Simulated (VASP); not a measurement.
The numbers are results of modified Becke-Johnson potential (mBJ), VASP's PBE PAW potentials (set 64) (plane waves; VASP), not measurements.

Input for VASP

### KPOINTS
```
Automatic mesh
0
Gamma
6 6 6
0 0 0
```

KPOINTS_OPT:
```
k-points along high-symmetry lines
11
Line-mode
Reciprocal
  0.000000   0.000000   0.000000 ! GAMMA
  0.500000   0.000000   0.500000 ! X

  0.500000   0.000000   0.500000 ! X
  0.625000   0.250000   0.625000 ! U

  0.375000   0.375000   0.750000 ! K
  0.000000   0.000000   0.000000 ! GAMMA

  0.000000   0.000000   0.000000 ! GAMMA
  0.500000   0.500000   0.500000 ! L

  0.500000   0.500000   0.500000 ! L
  0.500000   0.250000   0.750000 ! W

  0.500000   0.250000   0.750000 ! W
  0.500000   0.000000   0.500000 ! X
```

**POSCAR**
```
MgS
2.6113840
  0.0000000000   1.0000000843   1.0000000843
  1.0000000843   0.0000000000   1.0000000843
  1.0000000843   1.0000000843   0.0000000000
Mg S
1 1
direct
  0.0000000000   0.0000000000   0.0000000000
  0.5000000000   0.5000000000   0.5000000000
```

### INCAR
```
! general
SYSTEM  = MgS
PREC    = Accurate
ENCUT   = 520
LREAL   = F
LASPH   = T

! electronic loop
EDIFF   = 1E-6
NELM    = 200
ALGO    = Normal
LMIXTAU = T

! smearing
ISMEAR  = 0
SIGMA   = 0.05

! functional
METAGGA = MBJ

! ions
ISIF    = 0

! output
LWAVE   = F
LCHARG  = F
```

POTCAR, in this order: Mg S (PBE.64 set). Program: vasp_std. Read from the step before: WAVECAR.

Output

OSZICAR:
```
       N       E                     dE             d eps       ncg     rms          rms(c)
DAV:   1     0.509792986534E+02    0.50979E+02   -0.85646E-01   256   0.103E+01    0.600E+00
DAV:   2     0.508145918658E+02   -0.16471E+00   -0.13605E+00   264   0.111E+01    0.150E+01
DAV:   3     0.505577152478E+02   -0.25688E+00   -0.71294E-02   328   0.179E+00    0.194E+01
DAV:   4     0.504153419543E+02   -0.14237E+00   -0.15826E-02   288   0.112E+00    0.222E+01
DAV:   5     0.515318868587E+02    0.11165E+01   -0.27151E-01   272   0.387E+00    0.542E-01
DAV:   6     0.514414249870E+02   -0.90462E-01   -0.15015E-01   272   0.337E+00    0.640E+00
DAV:   7     0.514427368922E+02    0.13119E-02   -0.12925E-03   272   0.308E-01    0.609E+00
DAV:   8     0.515522602811E+02    0.10952E+00   -0.10434E-03   256   0.362E-01    0.422E+00
DAV:   9     0.516170600886E+02    0.64800E-01   -0.49221E-03   256   0.764E-01    0.349E+00
DAV:  10     0.516543929339E+02    0.37333E-01   -0.11193E-03   256   0.467E-01    0.249E+00
DAV:  11     0.516894640150E+02    0.35071E-01   -0.18900E-03   256   0.600E-01    0.231E+00
DAV:  12     0.516976034755E+02    0.81395E-02   -0.71069E-04   304   0.290E-01    0.200E+00
DAV:  13     0.517067172794E+02    0.91138E-02   -0.72747E-04   288   0.249E-01    0.122E+00
DAV:  14     0.517131071697E+02    0.63899E-02   -0.23033E-04   272   0.122E-01    0.116E+00
DAV:  15     0.517170765691E+02    0.39694E-02   -0.12588E-04   256   0.148E-01    0.951E-01
DAV:  16     0.517398382658E+02    0.22762E-01   -0.99458E-05   272   0.113E-01    0.492E-01
DAV:  17     0.517498427990E+02    0.10005E-01   -0.44228E-05   256   0.890E-02    0.350E-01
DAV:  18     0.517587697442E+02    0.89269E-02   -0.37004E-05   264   0.752E-02    0.208E-01
DAV:  19     0.517655646321E+02    0.67949E-02   -0.84460E-06   272   0.418E-02    0.798E-02
DAV:  20     0.517688146315E+02    0.32500E-02   -0.47359E-06   264   0.263E-02    0.423E-02
DAV:  21     0.517696028589E+02    0.78823E-03   -0.84821E-07   128   0.122E-02    0.331E-02
DAV:  22     0.517712989693E+02    0.16961E-02   -0.34929E-07   128   0.814E-03    0.835E-03
DAV:  23     0.517710057836E+02   -0.29319E-03   -0.25742E-07   128   0.580E-03    0.646E-03
DAV:  24     0.517711784581E+02    0.17267E-03   -0.24397E-08   128   0.203E-03    0.101E-03
DAV:  25     0.517711960137E+02    0.17556E-04   -0.10219E-08   128   0.162E-03    0.131E-03
DAV:  26     0.517711824520E+02   -0.13562E-04   -0.14471E-09   128   0.564E-04    0.142E-03
DAV:  27     0.517711975167E+02    0.15065E-04   -0.10064E-09   128   0.462E-04    0.239E-04
DAV:  28     0.517711910020E+02   -0.65147E-05   -0.20860E-10   128   0.175E-04    0.316E-04
DAV:  29     0.517711857348E+02   -0.52672E-05   -0.66872E-11   128   0.125E-04    0.295E-04
DAV:  30     0.517711965130E+02    0.10778E-04   -0.29966E-11   128   0.787E-05    0.532E-05
DAV:  31     0.517711951698E+02   -0.13432E-05   -0.13983E-11   128   0.323E-05    0.292E-05
DAV:  32     0.517711969862E+02    0.18163E-05   -0.20466E-12   128   0.152E-05    0.197E-05
DAV:  33     0.517711968579E+02   -0.12825E-06    0.14059E-12   128   0.845E-06
   1 F= 0.51771197E+02 E0= 0.51771197E+02  d E =-.462403E-12
       N       E                     dE             ncg
       N       E                     dE             ncg
       N       E                     dE             ncg
       N       E                     dE             ncg
       N       E                     dE             ncg
```

File OUTCAR:
```
------------------------ aborting loop because EDIFF is reached ----------------------------------------
  volume of cell :       35.62
      direct lattice vectors                 reciprocal lattice vectors
     0.000000000  2.611384220  2.611384220    -0.191469335  0.191469335  0.191469335
     2.611384220  0.000000000  2.611384220     0.191469335 -0.191469335  0.191469335
     2.611384220  2.611384220  0.000000000     0.191469335  0.191469335 -0.191469335
 POSITION                                       TOTAL-FORCE (eV/Angst)
 -----------------------------------------------------------------------------------
      0.00000      0.00000      0.00000         0.000000      0.000000     -0.000000
      2.61138      2.61138      2.61138        -0.000000     -0.000000      0.000000
 -----------------------------------------------------------------------------------
    total drift:                                0.000000      0.000000      0.000000
  FREE ENERGIE OF THE ION-ELECTRON SYSTEM (eV)
  ---------------------------------------------------
  free  energy   TOTEN  =        51.7711968579 eV

  energy  without entropy=       51.7711968579  energy(sigma->0) =       51.77119686

     CMBJ =    1.0000

     CMBJA=   -0.0120

     CMBJB=    1.0230

     CMBJE=    0.5000

    CMBJ =    1.2323
```
(Selected blocks of OUTCAR.)

### OUTCAR
```
 val. band max:        3.3150681551   @ k =   0.0000   0.0000   0.0000

 cond. band min:       7.2937170989   @ k =   0.5000   0.5000   0.0000


 Fermi energy:         3.5417571227

 k-point     1 :       0.0000    0.0000    0.0000
  band No.  band energies     occupation
      1      -9.1615      2.00000
      2       3.3150      2.00000
      3       3.3150      2.00000
      4       3.3151      2.00000
      5       8.3095      0.00000
      6      12.1091      0.00000
      7      12.1091      0.00000
      8      12.1091      0.00000

 k-point     2 :       0.1667    0.0000    0.0000
  band No.  band energies     occupation
      1      -8.9190      2.00000
      2       1.9240      2.00000
      3       3.1596      2.00000
      4       3.1596      2.00000
      5       9.2729      0.00000
      6      11.8676      0.00000
      7      12.3794      0.00000
      8      12.3794      0.00000

 k-point     3 :       0.3333    0.0000    0.0000
  band No.  band energies     occupation
      1      -8.3444      2.00000
      2      -0.1132      2.00000
      3       2.8845      2.00000
      4       2.8845      2.00000
      5       9.2039      0.00000
      6      11.5857      0.00000
      7      11.5858      0.00000
      8      13.6791      0.00000

 k-point     4 :       0.5000    0.0000    0.0000
  band No.  band energies     occupation
      1      -7.9886      2.00000
      2      -1.0252      2.00000
      3       2.7609      2.00000
      4       2.7610      2.00000
      5       8.9593      0.00000
      6      11.1759      0.00000
      7      11.1760      0.00000
      8      14.6835      0.00000

 k-point     5 :       0.1667    0.1667    0.0000
  band No.  band energies     occupation
      1      -8.8403      2.00000
      2       2.0110      2.00000
      3       2.8466      2.00000
      4       2.8466      2.00000
      5       9.7177      0.00000
      6      10.7737      0.00000
      7      12.2317      0.00000
...
```

mBJ is a potential without an energy functional, so only the levels count.

The compound is MgS in the rock salt structure. It was relaxed first. The cell's shape comes from a PBE relaxation.
